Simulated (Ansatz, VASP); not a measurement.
**Bi2Te3 (Bi2Te3 quintuple layer monolayer) in two plane-wave programs**

Aim: how closely do two programs agree when they are given the same cell, functional and k mesh? The structure shown is the start of the Ansatz relaxation below; VASP solves that cell, so the two are compared at the walk's first step.

Program: Ansatz 0.2.0. Level of theory: plane waves, with VASP 6.6.1 beside it; single point at PBE with D3(BJ). Results are calculated unless marked as measured.

## 1. The starting structure

The cell holds 5 atoms: 3 Te and 2 Bi. Cell: a = 4.440 Å, b = 4.440 Å, c = 45.400 Å, α = 90.0°, β = 90.0°, γ = 120.0°. Vacuum lies along c.

## 2. Ansatz: relaxation, PBE with D3(BJ)

Ansatz runs on its PAW soft_1 files.

The two programs are compared at the cell with which this relaxation starts, whose forces are those of its first step.

Contents of input.yaml:

```yaml
crystal:
  lattice:
    - [4.44, 0.0, 0.0]
    - [-2.22, 3.8451527928, 0.0]
    - [0.0, 0.0, 45.4000000022]
  atoms:
    - { symbol: Te, position: [0.3333333333, 0.6666666667, 0.4207048458] }
    - { symbol: Bi, position: [0.6666666667, 0.3333333333, 0.4570484581] }
    - { symbol: Te, position: [0.0, 0.0, 0.5] }
    - { symbol: Bi, position: [0.3333333333, 0.6666666667, 0.5429515419] }
    - { symbol: Te, position: [0.6666666667, 0.3333333333, 0.5792951542] }
  periodic: [true, true, false]
kpoints:
  mp_grid: { grid: [12, 12, 1] }
hamiltonian:
  xc: pbe
  dispersion: d3bj
  pseudopotentials: { kind: paw, azcp: { folder: soft_1 } }
scf:
  occupations: { method: fermi_dirac, width: 0.05 }
  convergence: { dr2_threshold: 1.0e-09 }
relax:
  f_tol: 0.004
  max_steps: 90
  cell: {}
output:
  write_potential: true
  write_density: true
  volumetric_format: npy
```

Run with:

```console
$ ansatz run input.yaml --threads 4 --pin off --max-ram 6144MiB --backend cpu --events-out ev --progress --plain --runs-dir out
```

Numbers of over 12 decimals in the logs are rounded to 6 here.

Output:

```text
Warning: relax.cell: scf.convergence.dr2_threshold = 1e-9 eV is looser than the 1.69010275792e-10 eV advised for a relaxation that steers and ends on the stress (1e-10 eV for each atom of the cell: 5, times the square of relax.cell.stress_2d_tol = 0.05 N/m over 17.2 Å (the atoms' height at the walk's start and 5 Å past either face), 2.907e-2 GPa, over a crystal's default 0.05). What an SCF threshold leaves in a stress goes as its square root, and in the free energy as the threshold itself, and one threshold admits the most on a small cell: [figures from the program's tests cut] Set scf.convergence.dr2_threshold to 1.69010275792e-10 eV or tighter. [rest of the remark cut]
Engine: ansatz 0.2.0, x86_64-unknown-linux-gnu
Pseudopotentials: kind: paw
Pseudopotential: Te, paw, valence charge 16, recommended cutoff 420 eV (normal), soft_1/Te.paw.azcp
Pseudopotential: Bi, paw, valence charge 15, recommended cutoff 420 eV (normal), soft_1/Bi.paw.azcp
Functional definition: PBE
  parameter kappa = 0.804
  parameter beta = 0.066725
  exchange = pbe_x(kappa = kappa, mu = beta*pi^2/3)
  correlation = pbe_c(beta = beta)
Crystal: 5 atoms, lattice volume = 775.091 Å³
Basis set: ecut = 420 eV, 15253 PW (Γ), exchange–correlation on 60×60×640 points (8 copies of the dense FFT grid, shifted against one another)
Bands: 47, of which v1, the nominal top of the filled ones, is band 39 counted from 1 (38 counted from 0)
Symmetry: 12 space group operations
Space group: P-3m1 (ITA 164), of the structure as read, at distance tolerance 9.2e-5 Å
k-points: 19 of 144
Non-local potential: Te, projectors of the file, l = 0: 2, l = 1: 2, l = 2: 2, l = 3: 1
Non-local potential: Bi, projectors of the file, l = 0: 2, l = 1: 2, l = 2: 2, l = 3: 1
PAW form: soft (Blöchl's): semilocal exchange-correlation on the pseudo side does not see the compensation charge
PAW one-centre angular grid: Te, 590 points (default); XC on 64 Gauss nodes
PAW one-centre angular grid: Bi, 590 points (default); XC on 64 Gauss nodes
Initial density: superposition of atomic densities (neutral atoms: chi_scale 0, normalization atom)
Initial wavefunctions: pseudopotential atomic-orbital guess
Functional: x = pbe(κ = 0.804, μ = 0.219515), c = pbe(β = 0.066725)
iter 1 solved again at ethr=2.16e-3 eV; its pass at ethr=3.10e-3 eV (dr2=1.68e0 eV) is discarded
SCF iter   1: F=—  HF=-45741.819560 eV  |F-HF|=—  |Δ(HF+E_count)|=         —  Δρ=9.17e-3  dr2=1.63e0  ethr=2.16e-3  ⟨swp⟩=1.5  Hψ=6942  notcnv=0
preconditioner: auto → Resta (q_TF=auto, 1.861 Å⁻¹)  ε∞=1.7  [insulator: Δε(μ)=1.026 eV  Ē_g=8.468 eV  σ=0.050 eV  W_gap=1.00  n_scr=104 (ndim 8)  ℏωp=7.1 eV  f_vac=0.753  D(μ)=0.00/eV (n_scr^D=0)  ε∞_Penn≈1.7  vacuum switching on, ρ_ref=5.2e-3 e/Å³]
SCF iter   2: F=—  HF=-45741.657265 eV  |F-HF|=—  |Δ(HF+E_count)|=   1.62e-1  Δρ=5.01e-3  dr2=1.65e0  ethr=2.10e-3  ⟨swp⟩=5.2  Hψ=2026  notcnv=0  defer=8
SCF iter   3: F=—  HF=-45741.557582 eV  |F-HF|=—  |Δ(HF+E_count)|=   9.97e-2  Δρ=3.71e-3  dr2=6.37e-1  ethr=2.10e-3  ⟨swp⟩=4.2  Hψ=1546  notcnv=0  defer=28
SCF iter   4: F=—  HF=-45741.499518 eV  |F-HF|=—  |Δ(HF+E_count)|=   5.81e-2  Δρ=2.04e-3  dr2=1.13e-1  ethr=8.16e-4  ⟨swp⟩=2.9  Hψ=1313  notcnv=0  defer=28
SCF iter   5: F=—  HF=-45741.490918 eV  |F-HF|=—  |Δ(HF+E_count)|=   8.60e-3  Δρ=5.18e-4  dr2=4.55e-3  ethr=1.45e-4  ⟨swp⟩=2.9  Hψ=1179  notcnv=0  defer=28
SCF iter   6: F=—  HF=-45741.491021 eV  |F-HF|=—  |Δ(HF+E_count)|=   1.03e-4  Δρ=1.20e-4  dr2=9.17e-5  ethr=5.83e-6  ⟨swp⟩=2.6  Hψ=1339  notcnv=0  defer=28
SCF iter   7: F=—  HF=-45741.491081 eV  |F-HF|=—  |Δ(HF+E_count)|=   5.94e-5  Δρ=2.66e-5  dr2=1.00e-5  ethr=1.18e-7  ⟨swp⟩=3.4  Hψ=1998  notcnv=0  defer=28
SCF iter   8: F=—  HF=-45741.491082 eV  |F-HF|=—  |Δ(HF+E_count)|=   1.64e-6  Δρ=5.41e-6  dr2=2.89e-7  ethr=1.29e-8  ⟨swp⟩=2.7  Hψ=1691  notcnv=0  defer=28
SCF iter   9: F=—  HF=-45741.491232 eV  |F-HF|=—  |Δ(HF+E_count)|=   1.50e-4  Δρ=1.25e-6  dr2=1.71e-8  ethr=3.71e-10  ⟨swp⟩=3.2  Hψ=1824  notcnv=0  defer=28
SCF iter  10: F=—  HF=-45741.491232 eV  |F-HF|=—  |Δ(HF+E_count)|=   1.83e-8  Δρ=3.47e-7  dr2=1.40e-9  ethr=2.19e-11  ⟨swp⟩=3.7  Hψ=1949  notcnv=0  defer=28
SCF iter  11: F=-45741.491232 eV  HF=-45741.491232 eV  |F-HF|=6.55e-11  |Δ(HF+E_count)|=   1.46e-9  Δρ=7.78e-8  dr2=5.00e-11  ethr=1.28e-12  ⟨swp⟩=11.4  Hψ=6256  notcnv=0
SCF 1 converged in 11 iterations: F = -45741.491232 eV  dr2 = 5.00e-11
[...]
SCF 5 converged in 7 iterations: F = -45741.547987 eV  dr2 = 2.60e-10
relax step   5: F+E_penalty+E_count = -45741.54798678 eV  Δ(F+E_penalty+E_count) = -1.235e-4 eV  max|allowed force component| = 2.016e-3 eV/Å  Δτ_max = 0.0064 Å  P = +0.003 N/m  Ω = 745.380 Å³  energy of the carried Pulay correction = +7.914e-4 eV  fix = [c, alpha, beta]  reactions: c +0.000 N/m  (7 SCF iters, accepted)
Initial wavefunctions: pseudopotential atomic-orbital guess (no wavefunctions were taken with the density)
iter 1 solved again at ethr=1.29e-6 eV; its pass at ethr=3.10e-3 eV (dr2=1.01e-3 eV) is discarded
SCF iter   1: F=—  HF=-45741.547053 eV  |F-HF|=—  |Δ(HF+E_count)|=         —  Δρ=1.63e-5  dr2=4.96e-7  ethr=1.29e-6  ⟨swp⟩=5.4  Hψ=9439  notcnv=0
eigensolver tolerance schedule: the retry pair's looser diagonalisation over-reported the residual by 2030.16 of it (diagonalisation noise at 5.49 of the residual, at the tolerance the schedule requests for it); recorded, not acted on — ethr = c·dr2/N_el stays at c = 1.0e-1
SCF iter   2: F=—  HF=-45741.547212 eV  |F-HF|=—  |Δ(HF+E_count)|=   1.58e-4  Δρ=7.89e-6  dr2=9.97e-8  ethr=6.36e-10  ⟨swp⟩=4.4  Hψ=2485  notcnv=0
SCF iter   3: F=—  HF=-45741.547212 eV  |F-HF|=—  |Δ(HF+E_count)|=   2.00e-7  Δρ=2.50e-6  dr2=2.24e-7  ethr=1.28e-10  ⟨swp⟩=2.9  Hψ=1769  notcnv=0
SCF iter   4: F=—  HF=-45741.547212 eV  |F-HF|=—  |Δ(HF+E_count)|=   5.16e-9  Δρ=1.56e-6  dr2=9.43e-8  ethr=1.28e-10  ⟨swp⟩=2.8  Hψ=1401  notcnv=0
SCF iter   5: F=—  HF=-45741.547212 eV  |F-HF|=—  |Δ(HF+E_count)|=   4.97e-9  Δρ=7.49e-7  dr2=6.57e-9  ethr=1.21e-10  ⟨swp⟩=1.6  Hψ=980  notcnv=0
SCF iter   6: F=-45741.547212 eV  HF=-45741.547212 eV  |F-HF|=4.37e-11  |Δ(HF+E_count)|=   1.32e-9  Δρ=1.48e-7  dr2=1.11e-10  ethr=1.28e-12  ⟨swp⟩=14.4  Hψ=7657  notcnv=0
SCF 6 converged in 6 iterations: F = -45741.547212 eV  dr2 = 1.11e-10
relax step   6: F+E_penalty+E_count = -45741.54721205 eV  Δ(F+E_penalty+E_count) = +7.747e-4 eV  max|allowed force component| = 2.045e-3 eV/Å  Δτ_max = 0.0000 Å  P = +0.002 N/m  Ω = 745.380 Å³  fix = [c, alpha, beta]  reactions: c +0.000 N/m  stress off target by 1.98e-3 N/m on what of the cell is left free  SCF on the basis re-selected at this cell (its energy is not comparable with the rows above)  (6 SCF iters)
basis re-selected at this cell: Δ(F+E_penalty+E_count) = +7.747e-4 eV, ΔP = -0.001 N/m vs the last step (what re-selecting the basis moved, of the pressure what is left beyond the Pulay correction that the steps carried, after the strain that the cell walked since its last selection, with what the two solves' SCF thresholds leave and, on support functions, any second-order correction that the steps lacked; it is no m [...]
WARN: The output density's exchange-correlation potential varies sharply where the density is thin. Do not read a vacuum level from v_tot or v_xc, or from such a field of the output density. On a cell that repeats whose density bears no net charge and no dipole along the vacuum's axis use v_es (v_loc + v_h of the components); under efield.dipole_correction with no amplitude use v_es + v_field, which holds any externa [...]
SCF converged after 6 iterations
Free energy (F): -45741.547212 eV
Harris-Foulkes:  -45741.547212 eV  (|F-HF|=4.37e-11)
Internal energy: -45741.547210 eV  (E = F + TS)
E sigma→0 (E₀):  -45741.547211 eV
Entropy (-TS):   -0.000002 eV (-0.000 meV/atom)
Fermi energy:    -4.775901 eV
--- Per-component energies (eV) ---
  E_band       = -2086.803802
  E_kinetic    = 1020.212705
  E_local      = -280800.950172  (includes V_loc(G=0)·N_el)
  E_nonlocal   = 1015.036184
  E_hartree    = 139509.747358
  E_xc         = -670.917606
  E_vxc        = -567.784402  (∫ρ·V_xc dr)
  E_paw        = -35337.273709  (= ΣΔE_a)
  E_vpaw       = -1772.811692  (= ΣTr[D̂ρ^β])
  E_aug_tail   = 0.000680  (compensation charges beyond the density's cutoff)
  E_ewald      = 129524.379013
  E_disp       = -1.781661  (pairwise vdW)
  E_smearing   = -0.000002  (= −TS)
  E_closure    = 0.000000  (closes the sum)
  Σ components = -45741.547212   (vs F -45741.547212, Δ=0.00e0)
--- Forces (eV/Å), atoms counted from 1 ---
  atom   1  Te     0.00000000     0.00000000    -0.00204534
  atom   2  Bi     0.00000000    -0.00000000     0.00094979
  atom   3  Te    -0.00000000     0.00000000     0.00000000
  atom   4  Bi    -0.00000000     0.00000000    -0.00094979
  atom   5  Te    -0.00000000    -0.00000000     0.00204534
  max |Σ_I F_I| component: 4.63e-18 eV/Å
--- 2D stress c σ (N/m, compression-positive) ---
        0.001975       0.000000       0.000000
        0.000000       0.001975      -0.000000
        0.000000      -0.000000       0.000000
  P = ½ c Tr σ = 0.0020 N/m
--- Band table (eV; the first three rows and the last of 19) ---
  k-point 0: bands = [... 35 lower, -6.1979, -5.8235, -5.6659, -5.6659, -4.3243, -3.7671, -3.7671, -2.9413, ... 4 higher]
  k-point 1: bands = [... 35 lower, -6.2489, -5.7512, -5.6275, -5.4003, -4.0998, -3.6739, -3.6560, -2.9669, ... 4 higher]
  k-point 2: bands = [... 35 lower, -6.5440, -5.7538, -5.6230, -5.4207, -3.8814, -3.4185, -3.3373, -2.5750, ... 4 higher]
  k-point 18: bands = [... 35 lower, -7.6750, -6.5452, -5.8321, -5.8321, -3.4641, -2.7945, -2.7945, -1.5092, ... 4 higher]
  the weakly bound empty levels are not read free of the cell's end (no_gap_told)
--- Relaxed structure (5 steps of the walk, 5 accepted, 1 SCFs on fresh bases) ---
  F+E_penalty+E_count = -45741.54721205 eV   max|allowed force component| = 2.045e-3 eV/Å   (the final SCF, on the basis selected at the relaxed cell)
  cell:  # Å, volume = 745.3795 Å³
    - [4.354071, 0.0, 0]
    - [-2.177035, 3.770736, 0]
    - [0, 0, 45.4000000022]
  atoms:
    - { symbol: Te, position: [0.333333, 0.666667, 0.416643] }
    - { symbol: Bi, position: [0.666667, 0.333333, 0.454916] }
    - { symbol: Te, position: [0, 0, 0.5] }
    - { symbol: Bi, position: [0.333333, 0.666667, 0.545084] }
    - { symbol: Te, position: [0.666667, 0.333333, 0.583357] }
```

The column dr2 measures how far the density is from self-consistency, as an energy; F and HF (Harris–Foulkes) agree once it is small.

## 3. VASP: single point, PBE with D3(BJ), start cell

The same cell, functional, mesh and smearing now go to VASP, with its own data sets.

Lines of VASP's logs that name or quote its potential files are left out, and so is its time.

Contents of INCAR:

```
SYSTEM = Bi2Te3
PREC = Accurate
ENCUT = 400
EDIFF = 1E-06
NELM = 120
ISMEAR = -1
SIGMA = 0.05
LREAL = .FALSE.
ALGO = Normal
GGA = PE
IVDW = 12
NBANDS = 30
LORBIT = 11
LWAVE = .FALSE.
LCHARG = .FALSE.
ISIF = 2
LDIPOL = .TRUE.
IDIPOL = 3
DIPOL = 0.5 0.5 0.5
LVHAR = .TRUE.
LASPH = .TRUE.
GGA_COMPAT = .FALSE.
EFERMI = MIDGAP
NELMDL = -8
KPAR = 2
```

Contents of POSCAR:

```
Bi2Te3
1.0
    4.4400000000      0.0000000000      0.0000000000
   -2.2200000000      3.8451530000      0.0000000000
    0.0000000000      0.0000000000     45.4000000000
Te Bi
3 2
Direct
    0.3333332900      0.6666665800      0.4207048458
    0.0000000000      0.0000000000      0.5000000000
    0.6666667100      0.3333334200      0.5792951542
    0.6666667100      0.3333334200      0.4570484581
    0.3333332900      0.6666665800      0.5429515419
```

Contents of KPOINTS:

```
Automatic mesh
0
Gamma
12 12 1
0 0 0
```

The projector-augmented-wave data sets are Te and Bi_d (PBE family, release 64).

Run with:

```console
$ mpirun -np 2 vasp_std
```

Output:

```text
[banner, memory and clock lines left out]
running    2 mpi-ranks, on    1 nodes
 distrk:  each k-point on    1 cores,    2 groups
 distr:  one band on    1 cores,    1 groups

 POSCAR found type information on POSCAR TeBi
 POSCAR found :  2 types and       5 ions
 LDA part: xc-table for (Slater+PW92), standard interpolation
 POSCAR, INCAR and KPOINTS ok, starting setup
 FFT: planning ... GRIDC
 FFT: planning ... GRID_SOFT
 FFT: planning ... GRID
 WAVECAR not read
 entering main loop
       N       E                     dE             d eps       ncg     rms          rms(c)
DAV:   1     0.339109745820E+03    0.33911E+03   -0.16633E+04  1596   0.933E+02
DAV:   2     0.146490570986E+02   -0.32446E+03   -0.31958E+03  1534   0.268E+02
DAV:   3    -0.172225718971E+02   -0.31872E+02   -0.31575E+02  1388   0.924E+01
DAV:   4    -0.185643531252E+02   -0.13418E+01   -0.13365E+01  1500   0.211E+01
DAV:   5    -0.186086279316E+02   -0.44275E-01   -0.44255E-01  1620   0.393E+00
DAV:   6    -0.186098377808E+02   -0.12098E-02   -0.12098E-02  1728   0.542E-01
DAV:   7    -0.186098745525E+02   -0.36772E-04   -0.36770E-04  1684   0.890E-02
DAV:   8    -0.186098759445E+02   -0.13920E-05   -0.13917E-05  1348   0.136E-02    0.649E+00
DAV:   9    -0.182754364001E+02    0.33444E+00   -0.49787E-01  1378   0.536E+00    0.504E+00
DAV:  10    -0.182863348539E+02   -0.10898E-01   -0.34998E-01  1368   0.271E+00    0.121E+00
DAV:  11    -0.182854802843E+02    0.85457E-03   -0.54009E-02  1254   0.123E+00    0.755E-01
DAV:  12    -0.182828516649E+02    0.26286E-02   -0.48965E-03  1348   0.538E-01    0.537E-01
DAV:  13    -0.182832177451E+02   -0.36608E-03   -0.46805E-03  1396   0.405E-01    0.179E-01
DAV:  14    -0.182830814719E+02    0.13627E-03   -0.51871E-04  1310   0.157E-01    0.106E-01
DAV:  15    -0.182830918778E+02   -0.10406E-04   -0.12579E-04  1558   0.596E-02    0.663E-02
DAV:  16    -0.182831254289E+02   -0.33551E-04   -0.47783E-05  1140   0.307E-02    0.397E-02
DAV:  17    -0.182831254843E+02   -0.55403E-07   -0.87144E-06  1170   0.162E-02
   1 F= -.20050967E+02 E0= -.20050950E+02  d E =-.330816E-04
```

(Continued in part 2 of 2.)

[Lines on the potential files, build, host, timing and source positions are cut from VASP's logs without a mark.]

[Logs are printed without paths, hosts, clocks, repeated set-up lines and the standing remarks that a program may print on its own settings, such as how far it seeks lower states.]

[Hosts, paths, dates, database ids (printed as entryN), source tags and the programs' standing remarks are cut or masked in the printed files.]
